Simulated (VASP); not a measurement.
Level of theory: r2SCAN meta-GGA, VASP's PBE PAW potentials (set 64) (plane waves; VASP 6.6.1).

The input files of a VASP run:

### INCAR
```
SYSTEM = CdF2
PREC = Accurate; ENCUT = 520; LREAL = F
LASPH = T
EDIFF = 1E-6; NELM = 100; ALGO = Normal
LMAXMIX = 4; LMIXTAU = T
ISMEAR = 0; SIGMA = 0.05
METAGGA = R2SCAN
IBRION = 2; NSW = 60; ISIF = 3
EDIFFG = -0.02
LWAVE = F; LCHARG = F
```

File POSCAR:
```
CdF2
1
    0.0000000000     2.6950000000     2.6950000000
    2.6950000000     0.0000000000     2.6950000000
    2.6950000000     2.6950000000     0.0000000000
Cd F
1 2
Direct
  0.0000000000   0.0000000000   0.0000000000
  0.2500000000   0.2500000000   0.2500000000
  0.7500000000   0.7500000000   0.7500000000
```

File KPOINTS:
```
Automatic
0
Gamma
  7 7 7
```

POTCAR, in this order: Cd F (PBE.64 set). Program: vasp_std.

What VASP printed:

**OSZICAR**
```
       N       E                     dE             d eps       ncg     rms          rms(c)
DAV:   1     0.180330638063E+03    0.18033E+03   -0.15970E+04   696   0.158E+03
DAV:   2    -0.340112175951E+02   -0.21434E+03   -0.20829E+03   786   0.395E+02
DAV:   3    -0.430960740793E+02   -0.90849E+01   -0.90616E+01   751   0.918E+01
DAV:   4    -0.431428774744E+02   -0.46803E-01   -0.46794E-01   751   0.654E+00
DAV:   5    -0.431430181083E+02   -0.14063E-03   -0.14063E-03   729   0.341E-01    0.892E+00
DAV:   6    -0.334367118494E+02    0.97063E+01   -0.52365E+00   680   0.493E+01    0.104E+01
DAV:   7    -0.335211916732E+02   -0.84480E-01   -0.22758E+00   689   0.166E+01    0.472E+00
DAV:   8    -0.345971221427E+02   -0.10759E+01   -0.57823E-01   680   0.106E+01    0.237E+00
DAV:   9    -0.332837390273E+02    0.13134E+01   -0.42336E-01   680   0.744E+00    0.751E-01
DAV:  10    -0.336779862736E+02   -0.39425E+00   -0.44251E-01   680   0.672E+00    0.259E-01
DAV:  11    -0.337133285274E+02   -0.35342E-01   -0.12718E-02   684   0.153E+00    0.200E-01
DAV:  12    -0.337035358563E+02    0.97927E-02   -0.15934E-02   680   0.154E+00    0.267E-01
DAV:  13    -0.337187896596E+02   -0.15254E-01   -0.76787E-03   680   0.107E+00    0.651E-02
DAV:  14    -0.337193323423E+02   -0.54268E-03   -0.20832E-04   716   0.160E-01    0.337E-02
DAV:  15    -0.337194918439E+02   -0.15950E-03   -0.60558E-05   686   0.866E-02    0.176E-02
DAV:  16    -0.337195683429E+02   -0.76499E-04   -0.10741E-04   686   0.117E-01    0.130E-02
DAV:  17    -0.337196035067E+02   -0.35164E-04   -0.30366E-05   681   0.612E-02    0.213E-03
DAV:  18    -0.337196043583E+02   -0.85168E-06   -0.58226E-07   530   0.101E-02
   1 F= -.33719604E+02 E0= -.33719604E+02  d E =-.337196E+02
       N       E                     dE             d eps       ncg     rms          rms(c)
DAV:   1    -0.337490375889E+02   -0.29434E-01   -0.63817E-01   687   0.992E+00    0.132E+00
DAV:   2    -0.337217277337E+02    0.27310E-01   -0.92959E-02   684   0.306E+00    0.320E-01
DAV:   3    -0.337202440350E+02    0.14837E-02   -0.43921E-03   682   0.122E+00    0.315E-01
DAV:   4    -0.337200624789E+02    0.18156E-03   -0.75380E-04   680   0.456E-01    0.211E-01
DAV:   5    -0.337170495608E+02    0.30129E-02   -0.13203E-03   680   0.484E-01    0.157E-02
DAV:   6    -0.337202372001E+02   -0.31876E-02   -0.78911E-04   680   0.377E-01    0.805E-03
DAV:   7    -0.337202643148E+02   -0.27115E-04   -0.24079E-05   698   0.601E-02    0.853E-03
DAV:   8    -0.337202762991E+02   -0.11984E-04   -0.49118E-06   683   0.339E-02    0.690E-03
DAV:   9    -0.337202729083E+02    0.33908E-05   -0.50964E-06   684   0.294E-02    0.246E-03
DAV:  10    -0.337202773480E+02   -0.44397E-05   -0.11419E-06   520   0.135E-02    0.495E-04
DAV:  11    -0.337202769343E+02    0.41366E-06   -0.56457E-08   343   0.370E-03
   2 F= -.33720277E+02 E0= -.33720277E+02  d E =-.672576E-03
       N       E                     dE             d eps       ncg     rms          rms(c)
DAV:   1    -0.337226684264E+02   -0.23911E-02   -0.50266E-02   687   0.277E+00    0.369E-01
DAV:   2    -0.337205030987E+02    0.21653E-02   -0.73444E-03   684   0.860E-01    0.884E-02
DAV:   3    -0.337204010876E+02    0.10201E-03   -0.34863E-04   682   0.350E-01    0.856E-02
DAV:   4    -0.337203720571E+02    0.29031E-04   -0.59880E-05   680   0.127E-01    0.576E-02
DAV:   5    -0.337201984806E+02    0.17358E-03   -0.99298E-05   680   0.134E-01    0.478E-03
DAV:   6    -0.337203914148E+02   -0.19293E-03   -0.55812E-05   680   0.102E-01    0.224E-03
DAV:   7    -0.337203972814E+02   -0.58666E-05   -0.16735E-06   539   0.165E-02    0.216E-03
DAV:   8    -0.337203954143E+02    0.18671E-05   -0.37330E-07   509   0.882E-03    0.147E-03
DAV:   9    -0.337203968244E+02   -0.14102E-05   -0.31688E-07   502   0.761E-03    0.919E-04
DAV:  10    -0.337203965845E+02    0.23996E-06   -0.95639E-08   341   0.367E-03
   3 F= -.33720397E+02 E0= -.33720397E+02  d E =-.792226E-03
```

**OUTCAR**
```
------------------------ aborting loop because EDIFF is reached ----------------------------------------
  FORCE on cell =-STRESS in cart. coord.  units (eV):
  Direction    XX          YY          ZZ          XY          YZ          ZX
  --------------------------------------------------------------------------------------
  Total        0.0015276      0.0015276      0.0015276      0.0000000      0.0000000      0.0000000
  in kB        0.0620573      0.0620573      0.0620573      0.0000000      0.0000000      0.0000000
  external PRESSURE =       0.0620573 kB  Pullay stress =       0.0000000 kB
  volume of cell :       39.44
      direct lattice vectors                 reciprocal lattice vectors
     0.000000000  2.701678772  2.701678772    -0.185070115  0.185070115  0.185070115
     2.701678772 -0.000000000  2.701678772     0.185070115 -0.185070115  0.185070115
     2.701678772  2.701678772  0.000000000     0.185070115  0.185070115 -0.185070115
 POSITION                                       TOTAL-FORCE (eV/Angst)
 -----------------------------------------------------------------------------------
      0.00000      0.00000      0.00000        -0.000000     -0.000000     -0.000000
      1.35084      1.35084      1.35084        -0.000000     -0.000000     -0.000000
      4.05252      4.05252      4.05252         0.000000      0.000000      0.000000
 -----------------------------------------------------------------------------------
    total drift:                                0.000000      0.000000      0.000000
  FREE ENERGIE OF THE ION-ELECTRON SYSTEM (eV)
  ---------------------------------------------------
  free  energy   TOTEN  =       -33.7203965845 eV

  energy  without entropy=      -33.7203965845  energy(sigma->0) =      -33.72039658

 reached required accuracy - stopping structural energy minimisation
```
(Selected blocks of OUTCAR.)

**CONTCAR**
```
CdF2
   1.00000000000000
     0.0000000000000000    2.7016787717064292    2.7016787717064292
     2.7016787717064292   -0.0000000000000000    2.7016787717064292
     2.7016787717064292    2.7016787717064292    0.0000000000000000
  Cd              F
     1     2
Direct
     0.0000000000000000    0.0000000000000000    0.0000000000000000
     0.2500000000000000    0.2500000000000000    0.2500000000000000
     0.7500000000000000    0.7500000000000000    0.7500000000000000
```

The compound is CdF2 in the fluorite structure. This run relaxes it. Symmetry was kept, so distortions that lower it aren't found.
